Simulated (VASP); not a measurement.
Computed with optB88-vdW, VASP's PBE PAW potentials (set 64) (plane waves; VASP 6.6.1).

Input for VASP

File POSCAR:
```
MgO
1
    0.0000000000     2.1050000000     2.1050000000
    2.1050000000     0.0000000000     2.1050000000
    2.1050000000     2.1050000000     0.0000000000
Mg O
1 1
Direct
  0.0000000000   0.0000000000   0.0000000000
  0.5000000000   0.5000000000   0.5000000000
```

### KPOINTS
```
K-points
0
Gamma
  10 10 10
```

### INCAR
```
! general
SYSTEM  =MgO
PREC    =Accurate
ENCUT   =520
LREAL   =.False.
LASPH   =.True.

! electronic loop
EDIFF   =1E-6
NELM    =100
ALGO    =Normal

! smearing
ISMEAR  =0
SIGMA   =0.05

! functional
GGA     =BO
LUSE_VDW=.True.
AGGAC   =0.0
PARAM1  =0.1833333333
PARAM2  =0.22

! ions
IBRION  =2
NSW     =60
ISIF    =3
EDIFFG  =-0.01

! output
LWAVE   =.False.
LCHARG  =.False.
```

POTCAR, in this order: Mg O (PBE.64 set). Program: vasp_std.

Output of the run:

OUTCAR:
```
 ion  position               nearest neighbor table
   1  0.000  0.000  0.000-   2 2.10   2 2.10   2 2.10   2 2.10   2 2.10   2 2.10
   2  0.500  0.500  0.500-   1 2.10   1 2.10   1 2.10   1 2.10   1 2.10   1 2.10
  LATTYP: Found a face centered cubic cell.
 ALAT       =     4.2100000000
 Subroutine PRICEL returns:
 Original cell was already a primitive cell.
 Subroutine GETGRP returns: Found 48 space group operations
The static configuration has the point symmetry O_h .
The dynamic configuration has the point symmetry O_h .
 Subroutine INISYM returns: Found 48 space group operations
 Subroutine IBZKPT returns following result:
 Found     47 irreducible k-points:

 Following reciprocal coordinates:
            Coordinates               Weight
  0.000000  0.000000  0.000000      1.000000
  0.100000  0.000000  0.000000      8.000000
  0.200000  0.000000  0.000000      8.000000
  0.300000  0.000000  0.000000      8.000000
  0.400000  0.000000  0.000000      8.000000
  0.500000  0.000000  0.000000      4.000000
  0.100000  0.100000  0.000000      6.000000
  0.200000  0.100000  0.000000     24.000000
  0.300000  0.100000  0.000000     24.000000
  0.400000  0.100000  0.000000     24.000000
  0.500000  0.100000  0.000000     24.000000
 -0.400000  0.100000  0.000000     24.000000
 -0.300000  0.100000  0.000000     24.000000
 -0.200000  0.100000  0.000000     24.000000
 -0.100000  0.100000  0.000000     12.000000
  0.200000  0.200000  0.000000      6.000000
  0.300000  0.200000  0.000000     24.000000
  0.400000  0.200000  0.000000     24.000000
  0.500000  0.200000  0.000000     24.000000
 -0.400000  0.200000  0.000000     24.000000
 -0.300000  0.200000  0.000000     24.000000
 -0.200000  0.200000  0.000000     12.000000
  0.300000  0.300000  0.000000      6.000000
  0.400000  0.300000  0.000000     24.000000
...
```

### OSZICAR
```
       N       E                     dE             d eps       ncg     rms          rms(c)
DAV:   1     0.148770856922E+02    0.14877E+02   -0.47827E+03   872   0.879E+02
DAV:   2    -0.105811028969E+02   -0.25458E+02   -0.24748E+02   864   0.140E+02
DAV:   3    -0.109545166455E+02   -0.37341E+00   -0.37341E+00  1024   0.189E+01
DAV:   4    -0.109550824632E+02   -0.56582E-03   -0.56582E-03   952   0.640E-01
DAV:   5    -0.109550828419E+02   -0.37870E-06   -0.37870E-06  1040   0.137E-02    0.771E+00
DAV:   6    -0.921400692319E+01    0.17411E+01   -0.11562E+01   752   0.241E+01    0.232E+00
DAV:   7    -0.919817351783E+01    0.15833E-01   -0.52874E-02   776   0.275E+00    0.133E+00
DAV:   8    -0.919184155943E+01    0.63320E-02   -0.29026E-02   752   0.250E+00    0.161E-01
DAV:   9    -0.919172415573E+01    0.11740E-03   -0.39515E-04  1112   0.190E-01    0.738E-02
DAV:  10    -0.919182765462E+01   -0.10350E-03   -0.13658E-04   760   0.127E-01    0.508E-03
DAV:  11    -0.919182716629E+01    0.48833E-06   -0.20230E-06   896   0.108E-02
   1 F= -.91918272E+01 E0= -.91918272E+01  d E =-.919183E+01
       N       E                     dE             d eps       ncg     rms          rms(c)
DAV:   1    -0.920099698059E+01   -0.91693E-02   -0.18238E-01   760   0.435E+00    0.694E-01
DAV:   2    -0.919266549463E+01    0.83315E-02   -0.61536E-02   752   0.183E+00    0.660E-02
DAV:   3    -0.919256136329E+01    0.10413E-03   -0.53848E-04   848   0.269E-01    0.412E-02
DAV:   4    -0.919252331658E+01    0.38047E-04   -0.43113E-05   800   0.694E-02    0.921E-03
DAV:   5    -0.919252336509E+01   -0.48508E-07   -0.57133E-06   792   0.187E-02
   2 F= -.91925234E+01 E0= -.91925234E+01  d E =-.696199E-03
       N       E                     dE             d eps       ncg     rms          rms(c)
DAV:   1    -0.919319516124E+01   -0.67184E-03   -0.12295E-02   752   0.114E+00    0.181E-01
DAV:   2    -0.919262946570E+01    0.56570E-03   -0.41613E-03   752   0.475E-01    0.174E-02
DAV:   3    -0.919262685228E+01    0.26134E-05   -0.36954E-05   848   0.709E-02    0.109E-02
DAV:   4    -0.919262340059E+01    0.34517E-05   -0.29867E-06   752   0.181E-02    0.243E-03
DAV:   5    -0.919262318432E+01    0.21627E-06   -0.39542E-07   424   0.499E-03
   3 F= -.91926232E+01 E0= -.91926232E+01  d E =-.796018E-03
```

**OUTCAR**
```
------------------------ aborting loop because EDIFF is reached ----------------------------------------
  FORCE on cell =-STRESS in cart. coord.  units (eV):
  Direction    XX          YY          ZZ          XY          YZ          ZX
  --------------------------------------------------------------------------------------
  Total       -0.0003634     -0.0003634     -0.0003634     -0.0000000      0.0000000      0.0000000
  in kB       -0.0309292     -0.0309292     -0.0309292     -0.0000000      0.0000000      0.0000000
  external PRESSURE =      -0.0309292 kB  Pullay stress =       0.0000000 kB
  volume of cell :       18.83
      direct lattice vectors                 reciprocal lattice vectors
     0.000000000  2.111454167  2.111454167    -0.236803625  0.236803625  0.236803625
     2.111454167  0.000000000  2.111454167     0.236803625 -0.236803625  0.236803625
     2.111454167  2.111454167  0.000000000     0.236803625  0.236803625 -0.236803625
  FREE ENERGIE OF THE ION-ELECTRON SYSTEM (eV)
  ---------------------------------------------------
  free  energy   TOTEN  =        -9.1926231843 eV

  energy  without entropy=       -9.1926231843  energy(sigma->0) =       -9.19262318

 reached required accuracy - stopping structural energy minimisation
```
(Selected blocks of OUTCAR.)

### CONTCAR
```
MgO
   1.00000000000000
     0.0000000000000000    2.1114541665130164    2.1114541665130164
     2.1114541665130164    0.0000000000000000    2.1114541665130164
     2.1114541665130164    2.1114541665130164    0.0000000000000000
  Mg              O
     1     1
Direct
     0.0000000000000000    0.0000000000000000    0.0000000000000000
     0.5000000000000000    0.5000000000000000    0.5000000000000000
```

### OUTCAR
```
 val. band max:        2.9383829492   @ k =   0.0000   0.0000   0.0000

 cond. band min:       7.7972971775   @ k =   0.0000   0.0000   0.0000


 Fermi energy:         3.1907722406

 k-point     1 :       0.0000    0.0000    0.0000
  band No.  band energies     occupation
      1     -14.1752      2.00000
      2       2.9384      2.00000
      3       2.9384      2.00000
      4       2.9384      2.00000
      5       7.7973      0.00000
      6      18.8079      0.00000
      7      18.8079      0.00000
      8      18.8079      0.00000

 k-point     2 :       0.1000    0.0000    0.0000
  band No.  band energies     occupation
      1     -14.0710      2.00000
      2       2.3083      2.00000
      3       2.8724      2.00000
      4       2.8724      2.00000
      5       8.4075      0.00000
      6      17.6159      0.00000
      7      19.0434      0.00000
      8      19.0434      0.00000

 k-point     3 :       0.2000    0.0000    0.0000
  band No.  band energies     occupation
      1     -13.7848      2.00000
      2       1.0174      2.00000
      3       2.7051      2.00000
      4       2.7051      2.00000
      5       9.5885      0.00000
      6      16.1199      0.00000
      7      19.5084      0.00000
      8      19.5084      0.00000

 k-point     4 :       0.3000    0.0000    0.0000
  band No.  band energies     occupation
      1     -13.3988      2.00000
      2      -0.2813      2.00000
      3       2.5082      2.00000
      4       2.5082      2.00000
      5      10.5405      0.00000
      6      15.4002      0.00000
      7      19.5908      0.00000
      8      19.5908      0.00000

 k-point     5 :       0.4000    0.0000    0.0000
  band No.  band energies     occupation
      1     -13.0534      2.00000
      2      -1.2315      2.00000
      3       2.3560      2.00000
      4       2.3560      2.00000
      5      10.9298      0.00000
      6      15.4364      0.00000
      7      19.3579      0.00000
...
```

The compound is MgO in the rock salt structure. This run relaxes it. Symmetry was kept, so distortions that lower it aren't found.
